Q: I need the equilibrium volume of CoSi, a dense metallic silicide. Plain density functionals leave out the long-range dispersion attraction, and that attraction is real. Surely adding a correction for it can only bring me closer to the measured crystal?

A: Test that idea on functionals that appear both with and without a correction. The names ending in D3, D3(BJ), D4 or rVV10 carry one. The last column is the computed volume less the measured one, so a negative entry means that the calculated crystal is too small.

VASP density-functional calculations with PAW potentials for CoSi (space group P2_13, 8-atom cell), with cell and atomic positions relaxed. All runs use a 6×6×6 k-point mesh, Fermi–Dirac smearing of 0.05 eV and collinear spin polarisation with a ferromagnetic start. The basis column gives the plane-wave cutoff.

| method | rung | potentials | basis | equilibrium volume (Å³/atom) | computed less measured (Å³/atom) |
| --- | --- | --- | --- | --- | --- |
| LDA | LDA | VASP-PAW-LDA-potentials,-recommended | 600 eV | 10.305 | -0.673 |
| AM05 | GGA | VASP-PAW-PBE-potentials,-recommended | 600 eV | 10.486 | -0.492 |
| BLYP | GGA | VASP-PAW-PBE-potentials,-recommended | 600 eV | 11.432 | 0.454 |
| BLYP-D3 | GGA | VASP-PAW-PBE-potentials,-recommended | 600 eV | 10.742 | -0.236 |
| BLYP-D3(BJ) | GGA | VASP-PAW-PBE-potentials,-recommended | 600 eV | 10.511 | -0.467 |
| BLYP-D4 | GGA | VASP-PAW-PBE-potentials,-recommended | 600 eV | 10.657 | -0.321 |
| PBE | GGA | VASP-PAW-PBE-potentials,-minimal | 580 eV | 10.864 | -0.114 |
| PBEsol | GGA | VASP-PAW-PBE-potentials,-recommended | 600 eV | 10.549 | -0.429 |
| PBEsol-D4 | GGA | VASP-PAW-PBE-potentials,-recommended | 600 eV | 10.377 | -0.601 |
| PBEsol-rVV10 | GGA | VASP-PAW-PBE-potentials,-recommended | 600 eV | 10.525 | -0.453 |
| PW91 | GGA | VASP-PAW-PBE-potentials,-recommended | 600 eV | 10.918 | -0.060 |
| RPBE-D3 | GGA | VASP-PAW-PBE-potentials,-recommended | 600 eV | 10.555 | -0.423 |
| RPBE-D3(BJ) | GGA | VASP-PAW-PBE-potentials,-recommended | 600 eV | 9.524 | -1.454 |
| RPBE-D4 | GGA | VASP-PAW-PBE-potentials,-recommended | 600 eV | 10.362 | -0.616 |
| revPBE | GGA | VASP-PAW-PBE-potentials,-recommended | 600 eV | 10.997 | 0.019 |
| revPBE-D3 | GGA | VASP-PAW-PBE-potentials,-recommended | 600 eV | 10.423 | -0.555 |

Q: Every corrected row has a negative entry. But the measurement was made at 300 K, and the calculations have atoms at rest. Could warmth alone explain the sign?

A: It explains a little of it. Thermal and zero-point motion usually swell a crystal of this kind by up to about 1%, which is roughly 0.11 Å³ per atom here. The corrected row closest to the measurement, BLYP-D3, is too small by 0.236 Å³ per atom, about twice that allowance. All nine corrected rows are therefore too small by more than the motion of the atoms is likely to account for.

Q: Some uncorrected rows are too small as well. How do I know that the correction is to blame and not the functional beneath it?

A: You need a parent functional that had almost nothing to mend, and revPBE is one. Its volume lies within 0.02 Å³ per atom of the measured one. Adding D3 shrinks the crystal by 0.574 Å³ per atom and leaves it about 5% too small. Both runs use the same potentials and cutoff, and in both the cobalt atoms ended without magnetic moments, so the contraction belongs to the correction. For the other pairs I have not confirmed that both runs reached the same electronic state, so this pair carries the most weight.

LDA, AM05 and PBEsol fail in another way. LDA is well known to bind solids too tightly, and AM05 and PBEsol usually give smaller volumes than PBE. When such a functional already makes the crystal too small, further attraction can only add to the error. PBEsol-D4 shows this: it starts 0.429 Å³ per atom too small and ends 0.601 too small.

Q: Then BLYP should be the case where a correction helps, because its crystal is too large.

A: The direction is right, but the amount is not. BLYP is too large by 0.454 Å³ per atom, and D3 removes 0.690, about one and a half times the excess. D4 and D3(BJ) remove still more. With D3 and D4 the final error is smaller in size than that of plain BLYP, but only because an excess has been exchanged for a smaller deficit.

That is why a smaller error is weak evidence on its own. If you looked only at BLYP and BLYP-D3, you might conclude that dispersion was what BLYP lacked in this crystal. The revPBE pair shows that the same type of correction produces a similar contraction where, even with the allowance for the motion of the atoms, only a small one was needed.

Q: Could I at least trust the result when several corrected functionals agree with one another?

A: Not here. Without a correction, BLYP and PBEsol differ by 0.883 Å³ per atom. With D4 on both, they differ by only 0.280, which looks like convergence towards the truth. Yet both corrected volumes are too small, so the two methods have drawn together around a wrong answer.

Q: Why should they draw together at all, if the correction knows nothing about CoSi?

A: Because each functional receives its own dose. The damping parameters of D3 and D4 are adjusted for each functional, largely so that the binding between molecules comes out right. A functional that is too repulsive between molecules, such as BLYP, receives a strong correction, while PBEsol needs less. The repulsive functional also tends to give the larger crystal, so the strong dose acts where the volume is largest, and the spread narrows. A larger lattice is also expected to be softer, so it yields somewhat more to the same pull.

The dose, however, is set by what the functional lacks between molecules. What it lacks in a dense metal is a different matter. For revPBE the two needs are far apart: it binds molecules too weakly, yet it gives about the right volume for CoSi.

Q: What is so different about the metal? Dispersion does not stop when atoms come close.

A: Start with two methane molecules some distance apart. A fluctuation of the electrons in one induces a dipole in the other, and the two attract. Their electron clouds hardly overlap, so a functional that looks only at the density and its gradient at each point misses most of this attraction. A pair term added from outside fills a real gap.

In CoSi each cobalt atom has seven silicon neighbours, the nearest at about 2.28 Å and the others somewhat farther out, and the electron clouds overlap strongly. At such distances the functional already describes much of the correlated motion of the electrons as part of the bond. A pair term that is active where the clouds overlap can count some of the attraction twice. Damping is meant to prevent this, and for the seven nearest neighbours it largely should: the damping of plain D3 is expected to switch them almost fully off, and the BJ form usually makes their energy nearly flat in distance. The inward pull is therefore expected to come mostly from the shells beyond, where a damping tuned for molecules has already let go.

The methane picture stops at a second point as well. In CoSi a fluctuating dipole is surrounded by easily polarised electrons, which respond together and weaken its field. CoSi is a semimetal with few free carriers, so most of this screening is expected to come from the bonding electrons. A sum over atom pairs that takes little account of it can make the attraction too strong. Theory gives good grounds for both effects, but the volumes show only that the total attraction is excessive, not how much each effect contributes.

Q: Can such a weak force really squeeze a hard crystal by 5%?

A: One pair contributes little, but each atom has many neighbours. In the revPBE-D3 run the dispersion energy adds up to −0.652 eV per atom. What shrinks the crystal, though, is the slope of that energy with volume. An energy that stayed the same at every volume could be enormous and would not move the minimum at all.

You can estimate the effect by letting the added pull work against the stiffness of the crystal. Call the volume per atom V, its value without the correction V₀, the bulk modulus B and the dispersion energy per atom E, which is negative. An undamped pair attraction varies as r⁻⁶ with distance r. If all distances scale together, r varies as V^(1/3), so E varies as V⁻² and its slope is −2E/V.

Near V₀ the energy of the plain functional has the slope B(V − V₀)/V₀. At the new minimum the two slopes add up to zero:

B(V − V₀)/V₀ − 2E/V = 0, and hence V − V₀ ≈ 2E/B.

The last step sets V₀/V to one, which is good enough for a contraction of a few percent.

Q: Please put in the numbers for revPBE-D3.

A: I take a rough recalled modulus of 200 GPa, which is 1.25 eV/Å³. The estimate is then

V − V₀ ≈ 2 × (−0.652 eV) / (1.25 eV/Å³) ≈ −1.04 Å³ per atom.

The full calculation gives −0.574, a little over half of this. Nothing was fitted, so the estimate does its job: it shows that a dispersion energy of this size is enough to cause a contraction of several percent.

Q: Why is it too large?

A: Two simplifications push it that way. Damping flattens the pair energy at short distances, so the real slope is gentler than that of the bare r⁻⁶ law. The steeper r⁻⁸ term of D3 works the other way but does not make up for this. The crystal is also stiffer than assumed, partly because it stiffens as it is squeezed. The two revPBE runs let you separate these effects. Take the dispersion energy off the total energy of revPBE-D3, and what remains lies 0.0226 eV per atom above the minimum of plain revPBE. A parabola through that point gives an average B of about 1.51 eV/Å³, a fifth above the recalled value. With it the estimate falls to about −0.86 Å³ per atom, and the computed contraction is two thirds of that. The missing third belongs to the gentler slope. For PBEsol-D4 the same formula does worse, and the computed contraction is only about a third of the estimate.

Comparing the two cases also shows why the dispersion energy alone is a poor guide. It is 2.2 times as large in revPBE-D3 as in PBEsol-D4, but the contraction is 3.3 times as large. If the two functionals give similar stiffness, the formula predicts equal ratios. The denser PBEsol crystal is probably somewhat stiffer, which would account for part of the gap. For the rest the corrections are expected to differ in how steeply their energy changes with volume, and the form of the damping is one of the things that set this. The share of pair terms steeper than r⁻⁶ and the way the coefficients depend on an atom's surroundings are others.

Q: Is that what happened to RPBE-D3(BJ)? Its volume looks absurd.

A: It is the worst failure in the table, about 13% below the measured volume. RPBE-D3 uses the same functional with the other form of damping and gives a volume larger by 1.031 Å³ per atom. My suspicion is that the D3(BJ) parameters for RPBE start the damping only at short distances, so that far more attraction survives between near neighbours. That is untested; the dispersion energy at a few fixed volumes would settle it, together with a check that both runs reached the same kind of structure and the same electronic state.

The outlier should not stand for the whole group. The other corrected rows are between about 2% and 6% too small, and the argument against the corrections holds without it. What the outlier adds is a warning to check that a computed crystal is plausible before you use it.

Q: The rVV10 row hardly moves at all. Is that the better kind of correction?

A: It does much less harm here, as it shrinks the PBEsol crystal by only 0.024 Å³ per atom, against 0.172 for D4. rVV10 works from the electron density instead of from a list of atom pairs, and it is built to add nothing in a uniform electron gas. The overlapping electron clouds of a metal are nearer to that limit than two separate molecules are, so a small effect is plausible. But it also has an adjustable damping parameter, and this one pair of rows cannot tell which of the two keeps the correction small. Nor can it repair PBEsol, whose crystal was too small from the start.

Q: So should I use revPBE without a correction, since it comes closest?

A: For this crystal it is a reasonable choice, but so are PW91 and PBE. All three lie within about 1% of the measured volume, which is the size of the thermal and zero-point allowance. The table therefore can't rank them. The settings blur the order further: the PBE row has another set of potentials and a lower cutoff, and revPBE and PW91 were run with potentials made for PBE. The k-point mesh and the cutoffs are also usual working values, not converged limits.

For another dense metal, compute the volume with and without the correction before you trust either. Ask whether the plain functional leaves a real gap, as it does between molecules or between weakly bound layers. If every atom is tightly bonded to its neighbours and the crystal has no band gap, a contraction of several percent is a warning sign. Expect it to be larger for functionals that need a strong correction between molecules, as BLYP against PBEsol shows with D4, and check the form of the damping, which for RPBE moves the volume by 1.031 Å³ per atom.
